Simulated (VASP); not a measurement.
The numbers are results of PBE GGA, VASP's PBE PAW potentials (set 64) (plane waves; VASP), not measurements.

VASP ran on this input.

**POSCAR**
```
CoSi2
1
    0.0000000000     2.7026420000     2.7026420000
    2.7026420000     0.0000000000     2.7026420000
    2.7026420000     2.7026420000     0.0000000000
Co Si
1 2
Direct
  0.0000000000   0.0000000000   0.0000000000
  0.7500000000   0.7500000000   0.7500000000
  0.2500000000   0.2500000000   0.2500000000
```

### KPOINTS
```
Automatic mesh
0
Gamma
 3 3 3
```

### INCAR
```
PREC = Accurate
EDIFF = 1E-6   # SCF stop (eV)
LASPH = .TRUE.   # aspherical one-centre terms
LREAL = .FALSE.
LWAVE = .FALSE.
NELM = 100
GGA = PE
LCHARG = .FALSE.
ENCUT = 300
LMAXMIX = 4   # l cut-off of mixed one-centre charges
SYSTEM = CoSi2
ISIF = 2
SIGMA = 0.136
ISMEAR = -1
ALGO = Normal
```

POTCAR, in this order: Co Si (PBE.64 set). Program: vasp_std.

The run wrote:

**OSZICAR**
```
       N       E                     dE             d eps       ncg     rms          rms(c)
DAV:   1     0.449962339590E+02    0.44996E+02   -0.49064E+03    96   0.843E+02
DAV:   2    -0.179157516404E+02   -0.62912E+02   -0.59232E+02    96   0.202E+02
DAV:   3    -0.205631871637E+02   -0.26474E+01   -0.25687E+01   120   0.447E+01
DAV:   4    -0.206188104902E+02   -0.55623E-01   -0.55562E-01   120   0.713E+00
DAV:   5    -0.206206023380E+02   -0.17918E-02   -0.17896E-02   120   0.109E+00    0.144E+01
DAV:   6    -0.253283386843E+02   -0.47077E+01   -0.46130E+01   116   0.136E+02    0.207E+01
DAV:   7    -0.191678319102E+02    0.61605E+01   -0.19410E+01   120   0.106E+02    0.354E+00
DAV:   8    -0.192215733445E+02   -0.53741E-01   -0.15256E+00   132   0.109E+01    0.217E+00
DAV:   9    -0.191764303789E+02    0.45143E-01   -0.13394E-01   112   0.714E+00    0.548E-01
DAV:  10    -0.191762338418E+02    0.19654E-03   -0.63074E-03   120   0.611E-01    0.970E-02
DAV:  11    -0.191763004902E+02   -0.66648E-04   -0.13188E-04   124   0.998E-02    0.510E-02
DAV:  12    -0.191763291628E+02   -0.28673E-04   -0.11164E-04   120   0.165E-01    0.277E-02
DAV:  13    -0.191763281193E+02    0.10435E-05   -0.92802E-06   116   0.537E-02    0.528E-03
DAV:  14    -0.191763286336E+02   -0.51430E-06   -0.31019E-07    76   0.566E-03
   1 F= -.19176329E+02 E0= -.19121936E+02  d E =-.108784E+00
```

File OUTCAR:
```
------------------------ aborting loop because EDIFF is reached ----------------------------------------
  FORCE on cell =-STRESS in cart. coord.  units (eV):
  Direction    XX          YY          ZZ          XY          YZ          ZX
  --------------------------------------------------------------------------------------
  Total       -1.0421022     -1.0421022     -1.0421022     -0.0000000      0.0000000     -0.0000000
  in kB      -42.2887994    -42.2887994    -42.2887994     -0.0000000      0.0000000     -0.0000000
  external PRESSURE =     -42.2887994 kB  Pullay stress =       0.0000000 kB
  volume of cell :       39.48
      direct lattice vectors                 reciprocal lattice vectors
     0.000000000  2.702642000  2.702642000    -0.185004155  0.185004155  0.185004155
     2.702642000  0.000000000  2.702642000     0.185004155 -0.185004155  0.185004155
     2.702642000  2.702642000  0.000000000     0.185004155  0.185004155 -0.185004155
 POSITION                                       TOTAL-FORCE (eV/Angst)
 -----------------------------------------------------------------------------------
      0.00000      0.00000      0.00000         0.000000     -0.000000     -0.000000
      4.05396      4.05396      4.05396         0.000000      0.000000     -0.000000
      1.35132      1.35132      1.35132        -0.000000     -0.000000      0.000000
 -----------------------------------------------------------------------------------
    total drift:                               -0.000000      0.000000      0.000000
  FREE ENERGIE OF THE ION-ELECTRON SYSTEM (eV)
  ---------------------------------------------------
  free  energy   TOTEN  =       -19.1763286336 eV

  energy  without entropy=      -19.0675442209  energy(sigma->0) =      -19.12193643
```
(Selected blocks of OUTCAR.)

At this cut-off the stress carries a Pulay error, which pulls relaxed volumes low.

The structure comes from a computed database's CoSi2 entry; how it stands against other phases isn't given here. The cell was not relaxed at this level. The k-mesh is coarse (spacing up to 0.67 per Å, 2π included), so the numbers may not be converged in it. The run is one of a series of settings (KPOINTS 3×3×3 Γ-centred mesh against the base run), some of them coarse on purpose. The run is not spin-polarised, so no magnetic state was tried. The electron count is odd and the run is not spin-polarised, which forces a metal.
